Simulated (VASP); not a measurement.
Computed with PBE GGA, VASP's PBE PAW potentials (set 64) (plane waves; VASP 6.6.1).

A VASP calculation is set up with these files.

### POSCAR
```
GaN
1
   -0.0000000000     2.1425307278     2.1425307278
    2.1425307278    -0.0000000000     2.1425307278
    2.1425307278     2.1425307278    -0.0000000000
Ga N
1 1
Direct
  1.0000000000   0.0000000000   0.0000000000
  0.2500000000   0.2500000000   0.2500000000
```

**INCAR**
```
LREAL = .FALSE.   ! projection in real space or not
PREC = Accurate
LASPH = .TRUE.
EDIFFG = -0.02   ! ionic stop
PSTRESS = 450   ! kbar
LCHARG = .FALSE.
NSW = 40   ! most ionic steps
LWAVE = .FALSE.
SIGMA = 0.05
EDIFF = 1E-6   ! SCF stop (eV)
SYSTEM = GaN
ISIF = 3
ENCUT = 620
LMAXMIX = 4
IBRION = 2
NELM = 100   ! most electronic steps
GGA = PE   ! PBE
ISMEAR = 0   ! Gaussian
ALGO = Normal   ! blocked Davidson
```

KPOINTS:
```
Automatic mesh
0
Gamma
11 11 11
0 0 0
```

POTCAR, in this order: Ga_d N (PBE.64 set). Program: vasp_std.

Output

File OUTCAR:
```
 ion  position               nearest neighbor table
   1  0.000  0.000  0.000-   2 1.86   2 1.86   2 1.86   2 1.86
   2  0.250  0.250  0.250-   1 1.86   1 1.86   1 1.86   1 1.86
  LATTYP: Found a face centered cubic cell.
 ALAT       =     4.2850614556
 Subroutine PRICEL returns:
 Original cell was already a primitive cell.
 Subroutine GETGRP returns: Found 24 space group operations
The static configuration has the point symmetry T_d .
The dynamic configuration has the point symmetry T_d .
 Subroutine INISYM returns: Found 24 space group operations
 Subroutine IBZKPT returns following result:
 Found     56 irreducible k-points:

 Following reciprocal coordinates:
            Coordinates               Weight
  0.000000  0.000000  0.000000      1.000000
  0.090909  0.000000  0.000000      8.000000
  0.181818  0.000000  0.000000      8.000000
  0.272727  0.000000  0.000000      8.000000
  0.363636  0.000000  0.000000      8.000000
  0.454545  0.000000  0.000000      8.000000
  0.090909  0.090909  0.000000      6.000000
  0.181818  0.090909  0.000000     24.000000
  0.272727  0.090909  0.000000     24.000000
  0.363636  0.090909  0.000000     24.000000
  0.454545  0.090909  0.000000     24.000000
 -0.454545  0.090909  0.000000     24.000000
 -0.363636  0.090909  0.000000     24.000000
 -0.272727  0.090909  0.000000     24.000000
 -0.181818  0.090909  0.000000     24.000000
 -0.090909  0.090909  0.000000     12.000000
  0.181818  0.181818  0.000000      6.000000
  0.272727  0.181818  0.000000     24.000000
  0.363636  0.181818  0.000000     24.000000
  0.454545  0.181818  0.000000     24.000000
 -0.454545  0.181818  0.000000     24.000000
 -0.363636  0.181818  0.000000     24.000000
 -0.272727  0.181818  0.000000     24.000000
 -0.181818  0.181818  0.000000     12.000000
  0.272727  0.272727  0.000000      6.000000
  0.363636  0.272727  0.000000     24.000000
  0.454545  0.272727  0.000000     24.000000
 -0.454545  0.272727  0.000000     24.000000
 -0.363636  0.272727  0.000000     24.000000
 -0.272727  0.272727  0.000000     12.000000
  0.363636  0.363636  0.000000      6.000000
  0.454545  0.363636  0.000000     24.000000
 -0.454545  0.363636  0.000000     24.000000
 -0.363636  0.363636  0.000000     12.000000
  0.454545  0.454545  0.000000      6.000000
 -0.454545  0.454545  0.000000     12.000000
  0.272727  0.181818  0.090909     24.000000
  0.363636  0.181818  0.090909     48.000000
  0.454545  0.181818  0.090909     48.000000
 -0.454545  0.181818  0.090909     48.000000
   k-points           NKPTS =     56   k-points in BZ     NKDIM =     56   number of bands    NBANDS=     13
   number of dos      NEDOS =    301   number of ions     NIONS =      2
   total plane-waves  NPLWV =  21952
   dimension x,y,z NGX =    28 NGY =   28 NGZ =   28
   dimension x,y,z NGXF=    56 NGYF=   56 NGZF=   56
   ions per type =               1   1
   PREC   = accura    normal or accurate (medium, high low for compatibility)
   ISTART =      0    job   : 0-new  1-cont  2-samecut
   ICHARG =      2    charge: 1-file 2-atom 10-const
   ISPIN  =      1    spin polarized calculation?
   LNONCOLLINEAR =      F non collinear calculations
   LSORBIT =      F    spin-orbit coupling
   INIWAV =      1    electr: 0-lowe 1-rand  2-diag
   ENCUT  =  620.0 eV  45.57 Ry    6.75 a.u.   6.15  6.15  6.15*2*pi/ulx,y,z
   NELM   =    100;   NELMIN=  2; NELMDL= -5     # of ELM steps
   EDIFF  = 0.1E-05   stopping-criterion for ELM
   LREAL  =      F    real-space projection
   NLSPLINE    = F    spline interpolate recip. space projectors
   LMAXMIX     =    4 max onsite mixed and CHGCAR
...
```

**OSZICAR**
```
       N       E                     dE             d eps       ncg     rms          rms(c)
DAV:   1     0.982281680878E+02    0.98228E+02   -0.10860E+04  1557   0.287E+03
DAV:   2    -0.591024268824E+01   -0.10414E+03   -0.98277E+02  1624   0.405E+02
DAV:   3    -0.138543154109E+02   -0.79441E+01   -0.78988E+01  1661   0.100E+02
DAV:   4    -0.139773417170E+02   -0.12303E+00   -0.12294E+00  1695   0.136E+01
DAV:   5    -0.139790027211E+02   -0.16610E-02   -0.16610E-02  1622   0.147E+00    0.833E+00
DAV:   6    -0.116827644656E+02    0.22962E+01   -0.58257E+00  2249   0.566E+01    0.272E+00
DAV:   7    -0.116985127057E+02   -0.15748E-01   -0.50572E-01  1466   0.801E+00    0.184E+00
DAV:   8    -0.116917444183E+02    0.67683E-02   -0.46333E-02  1699   0.514E+00    0.501E-01
DAV:   9    -0.116880722356E+02    0.36722E-02   -0.18376E-02  2154   0.426E+00    0.139E-01
DAV:  10    -0.116881265414E+02   -0.54306E-04   -0.10453E-03  1676   0.501E-01    0.500E-02
DAV:  11    -0.116881812060E+02   -0.54665E-04   -0.14779E-04  1637   0.182E-01    0.359E-02
DAV:  12    -0.116881816979E+02   -0.49194E-06   -0.13639E-05  1632   0.455E-02    0.322E-03
DAV:  13    -0.116881817702E+02   -0.72220E-07   -0.35577E-07   963   0.169E-02
   1 F= -.61634257E+01 E0= -.61634257E+01  d E =-.616343E+01
```

### OUTCAR
```
------------------------ aborting loop because EDIFF is reached ----------------------------------------
  FORCE on cell =-STRESS in cart. coord.  units (eV):
  Direction    XX          YY          ZZ          XY          YZ          ZX
  --------------------------------------------------------------------------------------
  Total        5.5256667      5.5256667      5.5256667     -0.0000000      0.0000000     -0.0000000
  in kB      450.0741720    450.0741720    450.0741720     -0.0000000      0.0000000     -0.0000000
  external PRESSURE =       0.0741720 kB  Pullay stress =     450.0000000 kB
  volume of cell :       19.67
      direct lattice vectors                 reciprocal lattice vectors
     0.000000000  2.142530728  2.142530728    -0.233368882  0.233368882  0.233368882
     2.142530728  0.000000000  2.142530728     0.233368882 -0.233368882  0.233368882
     2.142530728  2.142530728  0.000000000     0.233368882  0.233368882 -0.233368882
  FREE ENERGIE OF THE ION-ELECTRON SYSTEM (eV)
  ---------------------------------------------------
  free  energy   TOTEN  =       -11.6881817702 eV

  energy  without entropy=      -11.6881817702  energy(sigma->0) =      -11.68818177
  enthalpy is  TOTEN    =        -6.1634257389 eV   P V=        5.5247560313

 reached required accuracy - stopping structural energy minimisation
```
(Selected blocks of OUTCAR.)

The compound is GaN in the zinc blende structure, a metastable form; wurtzite is the usual one. It was relaxed first under an external pressure of 45 GPa.
